A cell of PbS₃ brings 32 electrons into this calculation: fourteen from lead (ten 5d, two 6s and two 6p) and six from each sulfur atom. Ten of them fill the lead 5d shell and six fill the three sulfur 3s shells, which leaves 32 − 10 − 6 = 16. The next orbitals in energy, sulfur 3p and lead 6s, offer 3 × 6 + 2 = 20 places. Four places per cell therefore stay empty, and the Fermi energy falls within the bands built mainly from sulfur 3p.

The same shortage appears in the chemist's way of counting. Three sulfur atoms need six electrons to close their 3p shells, and a lead atom that keeps its 6s pair can give only two. Sulfur-rich compounds often cover such a deficit by forming S–S bonds, but here the nearest sulfur atoms are 3.09 Å apart, far beyond a single bond of about 2.1 Å. The deficit thus remains in the bands as holes. An even number of electrons could still leave a gap if the bands were well separated; the calculation finds none, so at this level of theory the compound in this structure is a metal.

PbS₃ (Pm-3m) was calculated in VASP 6.6.1 with PBEsol, PAW potentials (Pb_d, S) and a 520 eV cutoff, without spin polarisation or spin–orbit coupling. The density comes from an 8×8×8 k mesh with 0.1 eV Fermi–Dirac smearing, the projected states from a 12×12×12 mesh with the tetrahedron method. Filled states are counted from −12 eV, with the Fermi energy as zero.

| projection name | projection electrons (e) | projection band centre (eV) |
| --- | --- | --- |
| Pb4_d | 0.120 | -5.160 |
| S1_p | 2.090 | -2.330 |
| S2_p | 2.090 | -2.330 |
| S3_p | 2.090 | -2.330 |
| Pb4_p | 0.440 | -3.270 |
| S1_s | 0.800 | -10.300 |
| S2_s | 0.800 | -10.300 |
| S3_s | 0.800 | -10.300 |
| Pb4_s | 1.420 | -6.290 |

Each row follows one kind of orbital on one atom. The column "projection electrons" gives the charge of that kind found in a sphere around the atom, summed over filled states from 12 eV below the Fermi energy upwards. The column "projection band centre" gives the mean energy of that same charge, measured from the Fermi energy. The projected states come from a step at fixed density that follows the self-consistent one, with a finer mesh and the tetrahedron method in place of smearing. The three sulfur atoms are equivalent by symmetry, so nine rows contain five different results.

From the top down, the centres run sulfur p, lead p, lead d, lead s, sulfur s. Part of this order is what the free atoms suggest. An s electron comes closer to the nucleus than a p electron of the same shell and is bound more strongly, so sulfur 3s lies far below sulfur 3p. Lead 6s is also deep for an outer shell, because relativity contracts it, and it comes between the two sulfur levels. The table agrees: the centres of lead s and sulfur s lie about 4 and 8 eV below that of sulfur p.

Two rows break the atomic pattern. Lead p lies below sulfur p, although the 6p level of a lead atom is higher than the 3p level of a sulfur atom. Lead d shows only 0.12 electrons although its shell is full, and its centre of −5.16 eV is far too high for a 5d shell. The two oddities have a common root: a centre of filled states is the position of a level only if the band belonging to that level is both filled and inside the counting window.

The window is the simpler half of the matter. The same calculation also gives the full charge of each kind in each sphere, without a lower limit in energy. Measured against that, the window keeps over 95% of the sulfur p, lead p and lead s charge, but only 57% of sulfur s and about 1% of lead d. The first three centres therefore describe nearly all of the filled charge of their kind, whereas the other two describe remnants. Even so, the small part cut from lead p would lower its centre by a few tenths of an eV, and the sulfur p centre leaves out the empty top of its band.

For sulfur s the remnant still tells something about the whole. The full charge in a sphere is 1.404 electrons, of which 0.80 lie in the window with their centre at −10.30 eV. The other 0.604 should lie below the floor, so the highest energy they can have is −12 eV. The centre of the whole is then at most (0.80 × (−10.30) + 0.604 × (−12)) / 1.404 = −11.03 eV. This is a limit and not a position, since the cut-off part may lie well below the floor.

The sulfur s charge thus lies on both sides of the floor. A little of it may be mixed into higher bands, but with a centre as deep as −10.30 eV most of the part in the window should belong to the 3s bands themselves, which must then have some width. Overlap between neighbouring atoms accounts for this in the usual way. Each sulfur atom has eight others at 3.09 Å, and their 3s orbitals combine in phase to give deeper states and out of phase to give higher ones. A floor at −12 eV cuts through this spread and keeps its upper part, so the printed centre is too high.

With lead d the cut is nearly complete. The filled 5d shell lies below the floor, and what the window holds is a small d-like component of other bands. Such a component can arise in two ways: the 5d orbitals mix slightly with sulfur orbitals, and the tail of a sulfur orbital that reaches into the lead sphere looks partly d-like when it is described from the lead nucleus. In both cases its energy is that of the sulfur-based or lead s bands in which it occurs. That is why the centre falls among the valence bands, and why it should not be used as the energy of the 5d shell.

Lead p needs a different explanation, because the window keeps almost all of its filled part. Here the band belonging to the level is most likely empty. The electron count assumes that the bands that are mainly lead 6p lie above the Fermi energy, and the row agrees with this: its 0.44 electrons are only 7% of the six places in a p shell. A sphere misses part of such a spread-out orbital and, as with lead d, may also count tails of sulfur orbitals, but the small value fits a minority share in bands that belong mainly to sulfur.

Standard bonding theory shows why this share should lie low. Take a sulfur 3p orbital and a lead 6p orbital higher by an energy Δ, and let V be the strength of their coupling, small compared with Δ. Mixing lowers the filled, mainly sulfur state by about V²/Δ and gives it a lead share of about V²/Δ². The lowering is therefore Δ times the lead share. Among sulfur states that start at the same energy, those that take up the most lead p are pushed down furthest, while those that hardly meet lead p remain higher.

An average weighted by lead p consequently tends to favour the lower, bonding part of the sulfur bands. An average weighted by sulfur p includes all of the filled sulfur states, among them those with little bonding to lead. Unless the coupling between sulfur atoms, which also spreads these bands, reverses the order, the first average should lie below the second, even though the parent 6p level lies above. The table shows the sign of this effect, with lead p 0.94 eV below sulfur p; the assignment to bonding is an argument from theory.

Lead p can also mix with sulfur 3s, and because that band is so deep, a little of this mixing counts for much. Suppose that lead p had only two places to be, one at the sulfur p centre and one at the sulfur s centre of the window. The share needed at the lower place would be 0.94 / 7.97, or about 12%. Roughly a tenth of a small charge in the sulfur s bands would thus be enough to explain the whole shift. How much comes from there and how much from the bottom of the sulfur p bands remains open, since a single centre cannot separate the two. The full sphere charge hints that some lead p character does lie so deep: about 0.02 of the 0.456 lead p electrons are missing from the window and should lie below the floor, where the sulfur s bands continue. Tails of sulfur 3s orbitals in the lead sphere may supply part of it.

The share is chosen to match the centre, so the estimate shows what would be enough and not what is there. It also makes sense only for an orbital without a filled band of its own. Applied to lead s it would put 3.96 / 7.97, or half of the charge, in the sulfur s bands. That is not a sensible picture, because lead 6s is itself a filled level between sulfur 3s and 3p. Its centre at −6.29 eV reflects mainly its own states, modified by mixing.

That mixing works in the opposite sense from the case of lead p. Lead 6s lies below sulfur 3p, so the coupling pushes the mainly lead state down and the mainly sulfur state up. Some lead s character is thereby carried into antibonding states in the upper part of the sulfur bands. The lead s centre is an average over the main part, this higher share and a deeper share mixed into the sulfur s bands. The two shares pull it in opposite directions, so the centre alone does not show on which side of it the 6s band proper lies. It seems likely that some of the four holes sit in these antibonding states, though the centres alone cannot confirm it.

The electron numbers need as much care as the energies. All spheres together hold 22.3 of the 32 electrons, and the rest lies between them. The lead sphere holds 9.86 electrons of d kind, nearly all from the compact 5d shell with its ten electrons, whereas a sulfur sphere holds only 1.40 of s kind where a filled 3s shell has two. The 2.09 electrons of sulfur p are therefore not the occupation of the 3p shell, and no ionic charge can be read from them.

The energies also belong to one particular state of the crystal, in which no spin polarisation was allowed, so a magnetic state was not tested. The cell is stretched, with a calculated pressure of −3.2 GPa, so at this level of theory it would shrink if released, and its bands would generally become wider. Spin-orbit coupling is left out, although it splits lead 6p by an electronvolt or more. The filled states hold only a small share of lead p, so its centre should move by less than that splitting, but the shift was not computed.

Anyone who uses such centres to compare materials should remember that each is measured from the Fermi energy of its own material. Beyond that, the order of the questions matters. First count the electrons and find which bands are filled. Then compare the charge in the window with the full charge in the sphere, and lower the floor if much has been cut away. If the band belonging to an orbital is filled and inside the window, its centre is a fair guide to the level, shifted by mixing. If that band is empty or below the floor, the centre describes the partner orbitals with which it mixes.
